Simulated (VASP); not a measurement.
# Lattice vibrations of Tm, part 3 of 3

Aim: the phonon dispersion and thermal properties of Tm. The start is a cell from a database of measured crystal structures.

VASP 6.6.1; PBEsol, 4f electrons in the core; plane waves and PAW (Tm_3).

Still holding for the runs below: The data set Tm_3 holds the 4f electrons frozen in the core, so no f bands or f moments appear.

So far. Step 2 (Relax the host): The run ended after 5 ionic steps, 0.022 eV below its first step, once forces and stress met EDIFFG = -0.02. Step 3 (Tight relaxation): The run ended after 3 ionic steps, 0.000 eV below its first step, once forces and stress met EDIFFG = -0.002.

## 4. Force constants in the supercell (continued)

Parts of OUTCAR (step 4):

```text
  LATTYP: Found a hexagonal cell.
 ALAT       =    10.5008430189
 C/A-ratio  =     1.0298055208

 Found      8 irreducible k-points:

   k-points           NKPTS =      8   k-points in BZ     NKDIM =      8   number of bands    NBANDS=    188

   dimension x,y,z NGX =    64 NGY =   64 NGZ =   70
   dimension x,y,z NGXF=   128 NGYF=  128 NGZF=  140

   ENCUT  =  350.0 eV  25.72 Ry    5.07 a.u.  16.02 16.02 16.50*2*pi/ulx,y,z

   NELECT =     324.0000    total number of electrons

 E-fermi :   2.9880

 k-point     1 :       0.0000    0.0000    0.0000
  band No.  band energies     occupation
    ...
    154       2.4794      2.00191
    155       2.5256      2.00514
    156       2.5256      2.00514
    157       2.5272      2.00531
    158       2.5272      2.00531
    159       3.0947      0.22404
    160       3.0949      0.22329
    161       3.0949      0.22328
    162       3.0949      0.22327
    163       3.0949      0.22323
    ...

 k-point     2 :       0.2500    0.0000    0.0000
  band No.  band energies     occupation
    ...
    157       2.9708      1.14465
    158       3.0441      0.54548
    159       3.0449      0.53962
    160       3.0457      0.53374
    161       3.0465      0.52773
    162       3.0994      0.20029
    163       3.0995      0.20000
    164       3.1158      0.12648
    165       3.1171      0.12144
    166       3.1505      0.01374
    ...

  energy-cutoff  :      350.00
  volume of cell :     1032.66
      direct lattice vectors                 reciprocal lattice vectors
    10.500843019  0.000000000  0.000000000     0.095230449  0.054981326  0.000000000
    -5.250421509  9.093996815  0.000000000     0.000000000  0.109962651  0.000000000
     0.000000000  0.000000000 10.813826113     0.000000000  0.000000000  0.092474208

 POSITION                                       TOTAL-FORCE (eV/Angst)
 -----------------------------------------------------------------------------------
      1.75014      1.01044      4.04018         0.000000     -0.000000      0.069169
      1.75014      1.01044      9.46210         0.000000     -0.000000      0.008393
      0.00000      4.04178      4.05518        -0.000232      0.000212      0.000473
      0.00000      4.04178      9.46210        -0.000286      0.000231     -0.000450
     -1.75014      7.07311      4.05518         0.000068     -0.000307      0.000473
     -1.75014      7.07311      9.46210         0.000057     -0.000364     -0.000450
      5.25042      1.01044      4.05518         0.000300      0.000095      0.000473
      5.25042      1.01044      9.46210         0.000343      0.000132     -0.000450
      3.50028      4.04178      4.05518         0.000232      0.000212      0.000473
      3.50028      4.04178      9.46210         0.000286      0.000231     -0.000450
      1.75014      7.07311      4.05518         0.000000     -0.000000     -0.000699
      1.75014      7.07311      9.46210         0.000000     -0.000000     -0.001938
      8.75070      1.01044      4.05518        -0.000300      0.000095      0.000473
      8.75070      1.01044      9.46210        -0.000343      0.000132     -0.000450
      7.00056      4.04178      4.05518         0.000000     -0.000000     -0.000128
      7.00056      4.04178      9.46210         0.000000     -0.000000     -0.001366
      5.25042      7.07311      4.05518        -0.000068     -0.000307      0.000473
      5.25042      7.07311      9.46210        -0.000057     -0.000364     -0.000450
      0.00000      2.02089      1.35173        -0.007700      0.004446     -0.013844
      0.00000      2.02089      6.75864         0.006740     -0.003891     -0.013390
     -1.75014      5.05222      1.35173         0.000174      0.000100     -0.000124
     -1.75014      5.05222      6.75864        -0.000357     -0.000206     -0.000140
     -3.50028      8.08355      1.35173        -0.000000     -0.008891     -0.013844
     -3.50028      8.08355      6.75864         0.000000      0.007783     -0.013390
      3.50028      2.02089      1.35173         0.007700      0.004446     -0.013844
      3.50028      2.02089      6.75864        -0.006740     -0.003891     -0.013390
      1.75014      5.05222      1.35173         0.000000      0.000012      0.001494
      1.75014      5.05222      6.75864         0.000000      0.000630      0.001479
     -0.00000      8.08355      1.35173         0.000010     -0.000006      0.001494
     -0.00000      8.08355      6.75864         0.000546     -0.000315      0.001479
      7.00056      2.02089      1.35173        -0.000000     -0.000201     -0.000124
      7.00056      2.02089      6.75864         0.000000      0.000412     -0.000140
      5.25042      5.05222      1.35173        -0.000174      0.000100     -0.000124
      5.25042      5.05222      6.75864         0.000357     -0.000206     -0.000140
      3.50028      8.08355      1.35173        -0.000010     -0.000006      0.001494
      3.50028      8.08355      6.75864        -0.000546     -0.000315      0.001479
 -----------------------------------------------------------------------------------
    total drift:                               -0.000001     -0.000000     -0.000731

  FREE ENERGIE OF THE ION-ELECTRON SYSTEM (eV)
  ---------------------------------------------------
  free  energy   TOTEN  =      -176.3722365797 eV

[...]
X         Y         Z           dx          dy          dz
      1.750141  1.010444  4.055185     0.000000    0.000000    0.035834
      1.750141  1.010444  9.462098     0.000000   -0.000000    0.035834
      0.000000  4.041776  4.055185    -0.000000    0.000000   -0.357620
      0.000000  4.041776  9.462098    -0.000000   -0.000000   -0.357620
     -1.750141  7.073109  4.055185     0.000000   -0.000000   -0.143211
     -1.750141  7.073109  9.462098     0.000000    0.000000   -0.143211
      5.250422  1.010444  4.055185     0.000000    0.000000    0.255574
      5.250422  1.010444  9.462098     0.000000    0.000000    0.255574
      3.500281  4.041776  4.055185    -0.000000   -0.000000    0.006955
      3.500281  4.041776  9.462098     0.000000   -0.000000    0.006955
      1.750141  7.073109  4.055185     0.000000    0.000000   -0.069523
      1.750141  7.073109  9.462098    -0.000000    0.000000   -0.069523
      8.750703  1.010444  4.055185     0.000000    0.000000    0.136257
      8.750703  1.010444  9.462098    -0.000000    0.000000    0.136257
      7.000562  4.041776  4.055185    -0.000000   -0.000000    0.033689
      7.000562  4.041776  9.462098    -0.000000   -0.000000    0.033689
      5.250422  7.073109  4.055185     0.000000    0.000000    0.102046
      5.250422  7.073109  9.462098     0.000000   -0.000000    0.102046
      0.000000  2.020888  1.351728    -0.000000   -0.000000    0.110052
      0.000000  2.020888  6.758641    -0.000000   -0.000000    0.110052
     -1.750141  5.052220  1.351728     0.000000   -0.000000    0.263569
     -1.750141  5.052220  6.758641     0.000000   -0.000000    0.263569
     -3.500281  8.083553  1.351728    -0.000000    0.000000    0.033093
     -3.500281  8.083553  6.758641    -0.000000    0.000000    0.033093
      3.500281  2.020888  1.351728     0.000000    0.000000   -0.193862
      3.500281  2.020888  6.758641     0.000000    0.000000   -0.193862
      1.750141  5.052220  1.351728     0.000000   -0.000000    0.225915
      1.750141  5.052220  6.758641     0.000000   -0.000000    0.225915
     -0.000000  8.083553  1.351728     0.000000    0.000000   -0.036249
     -0.000000  8.083553  6.758641     0.000000    0.000000   -0.036249
      7.000562  2.020888  1.351728    -0.000000   -0.000000   -0.259008
      7.000562  2.020888  6.758641    -0.000000   -0.000000   -0.259008
      5.250422  5.052220  1.351728    -0.000000   -0.000000   -0.073803
      5.250422  5.052220  6.758641    -0.000000   -0.000000   -0.073803
      3.500281  8.083553  1.351728    -0.000000    0.000000   -0.069706
      3.500281  8.083553  6.758641     0.000000    0.000000   -0.069706

   3 f  =    3.559928 THz    22.367688 2PiTHz  118.746420 cm-1    14.722673 meV
             X         Y         Z           dx          dy          dz
      1.750141  1.010444  4.055185    -0.000000   -0.000000   -0.211474
      1.750141  1.010444  9.462098    -0.000000    0.000000   -0.211474
      0.000000  4.041776  4.055185     0.000000   -0.000000    0.039671
      0.000000  4.041776  9.462098     0.000000   -0.000000    0.039671
     -1.750141  7.073109  4.055185    -0.000000   -0.000000   -0.032192
     -1.750141  7.073109  9.462098    -0.000000   -0.000000   -0.032192
      5.250422  1.010444  4.055185    -0.000000    0.000000   -0.094028
      5.250422  1.010444  9.462098     0.000000   -0.000000   -0.094028
      3.500281  4.041776  4.055185     0.000000    0.000000   -0.044836
      3.500281  4.041776  9.462098    -0.000000    0.000000   -0.044836
      1.750141  7.073109  4.055185    -0.000000   -0.000000   -0.177608
      1.750141  7.073109  9.462098     0.000000    0.000000   -0.177608
      8.750703  1.010444  4.055185    -0.000000    0.000000    0.077028
      8.750703  1.010444  9.462098    -0.000000    0.000000    0.077028
      7.000562  4.041776  4.055185     0.000000    0.000000    0.389082
      7.000562  4.041776  9.462098     0.000000   -0.000000    0.389082
      5.250422  7.073109  4.055185    -0.000000    0.000000    0.054357
      5.250422  7.073109  9.462098    -0.000000   -0.000000    0.054357
      0.000000  2.020888  1.351728     0.000000    0.000000    0.079351
      0.000000  2.020888  6.758641    -0.000000    0.000000    0.079351
     -1.750141  5.052220  1.351728    -0.000000    0.000000   -0.216852
     -1.750141  5.052220  6.758641    -0.000000   -0.000000   -0.216852
     -3.500281  8.083553  1.351728    -0.000000   -0.000000    0.128379
     -3.500281  8.083553  6.758641    -0.000000   -0.000000    0.128379
      3.500281  2.020888  1.351728     0.000000    0.000000    0.216841
      3.500281  2.020888  6.758641     0.000000   -0.000000    0.216841
      1.750141  5.052220  1.351728    -0.000000    0.000000    0.084987
      1.750141  5.052220  6.758641    -0.000000   -0.000000    0.084987
     -0.000000  8.083553  1.351728     0.000000   -0.000000    0.156896
     -0.000000  8.083553  6.758641     0.000000    0.000000    0.156896
      7.000562  2.020888  1.351728     0.000000   -0.000000   -0.213367
      7.000562  2.020888  6.758641    -0.000000    0.000000   -0.213367
      5.250422  5.052220  1.351728    -0.000000   -0.000000   -0.236247
      5.250422  5.052220  6.758641     0.000000   -0.000000   -0.236247
      3.500281  8.083553  1.351728     0.000000   -0.000000    0.000011
      3.500281  8.083553  6.758641     0.000000    0.000000    0.000011
    [... 4092 further lines ...]
      5.250422  5.052220  6.758641    -0.003233   -0.166633    0.000920
      3.500281  8.083553  1.351728    -0.003233   -0.166633    0.000920
      3.500281  8.083553  6.758641    -0.003233   -0.166633    0.000920

 ELASTIC MODULI CONTR FROM IONIC RELAXATION (kBar)
 Direction    XX          YY          ZZ          XY          YZ          ZX
 --------------------------------------------------------------------------------
 XX           0.0000      0.0000      0.0000      0.0000      0.0000      0.0000
 YY           0.0000      0.0000      0.0000      0.0000      0.0000      0.0000
 ZZ           0.0000      0.0000      0.0000      0.0000      0.0000      0.0000
 XY           0.0000      0.0000      0.0000      0.0000      0.0000      0.0000
 YZ           0.0000      0.0000      0.0000      0.0000      0.0000      0.0000
 ZX           0.0000      0.0000      0.0000      0.0000      0.0000      0.0000
 --------------------------------------------------------------------------------

[... 2 parts as in an earlier step ...]

[... 7 further parts left out ...]
```

The last energy, forces, stress and levels in OUTCAR belong to the last displaced cell, not to the cell of POSCAR.

This step gave:

| Quantity | Value |
| --- | --- |
| electrons | 324 |
| lowest frequency | -1.72e-6 cm⁻¹ |
| highest frequency | 123.5 cm⁻¹ |
| dynamically stable | yes |
| zero point energy | 15.13 meV/atom |
| heat capacity 300 | 24.61 J/K/mol of atoms |
| entropy 300 | 49.69 J/K/mol of atoms |

No long-range dipole term. Phonon branches along the path, in cm⁻¹:

```
          point  branch 1  branch 2  branch 3  branch 4  branch 5  branch 6
              Γ         0         0         0        69        69       123
0.47 of the way        43        44        67        85        90       122
              M        63        67       100       103       103       113
0.47 of the way        71        72        93       102       107       108
              K        86        86        89        89        98       111
0.53 of the way        49        56        68        91        93       121
              Γ         0         0         0        69        69       123
0.53 of the way        30        30        49        64        64       112
              A        50        50        50        50        86        86
0.47 of the way        65        65        65        65        94        94
              L        65        65        76        76       111       111
0.47 of the way        57        57        87        87       109       109
              H        51        51        98        98       104       104
0.47 of the way        60        60        78        78        99        99
              A        50        50        50        50        86        86
      jump to L        65        65        76        76       111       111
0.47 of the way        60        65        88        91       107       114
              M        63        67       100       103       103       113
      jump to K        86        86        89        89        98       111
0.53 of the way        64        64        97       101       101       105
              H        51        51        98        98       104       104
```

The phonon branches as a text plot (rows in cm⁻¹):

```
    121 |*****           *******
    116 |     **                *                         **
    111 |       *********                ****           **  **
    105 |      *****   **               *    *****        *** ***
    100 |     * *********        *     *          **       ******
     95 |    ***  * *    *            *       ***   *     ** ****
     90 |   ***    ***    *       *  *       *   *   *    *
     85 |   *        **   **       **       *         ** *
     80 |  * *      * ***  *      *        *      **    **   *
     75 | *        *    **  **          ***             *
     69 |*  *    **    *     ***       *            *   **  * *
     64 |      ***      **      **   *******            * ***
     59 |     **          *      *   *      *     *****  **    *
     54 |    *           * *      * *        *  **    *         *
     49 |  *              *       **          **       *
     44 |   *             **    *
     39 |                  *     *
     33 | **                *
     28 |                       *
     23 | *                 ** *
     18 | *                  *
     13 |*                     *
      8 |*
      3 |                     *
         Γ      M    K        Γ   A       L    H       A|L M|K  H
```

The phonon density of states by frequency; read off at these points:

```
frequency (cm⁻¹)  phonon density of states (states/cm⁻¹/cell)
            -5.0                                            0
             0.0                                       2.8e-5
             5.0                                       1.9e-4
            10.0                                       7.3e-4
            15.0                                      0.00154
            20.0                                      0.00272
            25.0                                      0.00473
            30.0                                      0.00718
            35.0                                       0.0108
            40.0                                       0.0163
            45.0                                       0.0263
            50.0                                       0.0537
            55.0                                       0.0803
            60.0                                       0.0831
            65.0                                       0.0804
            70.0                                       0.0758
            75.0                                       0.0731
            80.0                                       0.0780
            85.0                                       0.0854
            90.0                                       0.0832
            95.0                                       0.0826
           100.0                                       0.0910
           103.5                                       0.0992
           105.0                                       0.0986
           110.0                                       0.0878
           115.0                                       0.0488
           120.0                                       0.0216
           125.0                                      0.00624
           130.0                                       1.8e-4
           135.0                                            0
```

Heat capacity at constant volume against temperature:

temperature (K), heat capacity at constant volume (J/K/mol of atoms) and a bar:
```
        0        0.0 
       50       16.1 ###################
      100       22.1 ###########################
      150       23.6 ############################
      200       24.2 #############################
      250       24.5 #############################
      275       24.5 ##############################
      325       24.7 ##############################
      375       24.7 ##############################
      425       24.8 ##############################
      475       24.8 ##############################
      525       24.8 ##############################
      575       24.9 ##############################
      625       24.9 ##############################
      675       24.9 ##############################
      725       24.9 ##############################
      750       24.9 ##############################
      800       24.9 ##############################
      850       24.9 ##############################
      900       24.9 ##############################
      950       24.9 ##############################
     1000       24.9 ##############################
```

The vibrational entropy by temperature:

temperature (K), vibrational entropy (J/K/mol of atoms) and a bar:
```
        0        0.0 
       50       10.0 ####
      100       23.6 #########
      150       32.9 ############
      200       39.8 ###############
      250       45.2 #################
      275       47.5 ##################
      325       51.7 ###################
      375       55.2 #####################
      425       58.3 ######################
      475       61.0 #######################
      525       63.5 ########################
      575       65.8 #########################
      625       67.9 ##########################
      675       69.8 ##########################
      725       71.6 ###########################
      750       72.4 ###########################
      800       74.0 ############################
      850       75.5 ############################
      900       76.9 #############################
      950       78.3 ##############################
     1000       79.6 ##############################
```

## 5. Outcome

| Item | Value |
| --- | --- |
| highest frequency | 123 cm⁻¹ |
| lowest frequency | -1.7e-6 cm⁻¹ |
| zero point energy | 15.1 meV/atom |
| heat capacity 300 | 24.6 J/K/mol of atoms |
| entropy 300 | 49.7 J/K/mol of atoms |

**Reading.** The spectrum reaches 123 cm⁻¹, and its lowest point lies at 0 cm⁻¹. No mode is imaginary, so the structure is a local minimum as far as this supercell can tell. Frequencies between the wave vectors that fit the supercell are interpolated.

[Lines on the potential files, build, host, timing and source positions are cut from VASP's logs without a mark.]

[Logs are printed without paths, hosts, clocks, repeated set-up lines and the standing remarks that a program may print on its own settings, such as how far it seeks lower states.]

[Hosts, paths, dates, database ids (printed as entryN), source tags and the programs' standing remarks are cut or masked in the printed files.]

[Runs that stopped without an error message from VASP are left out.]
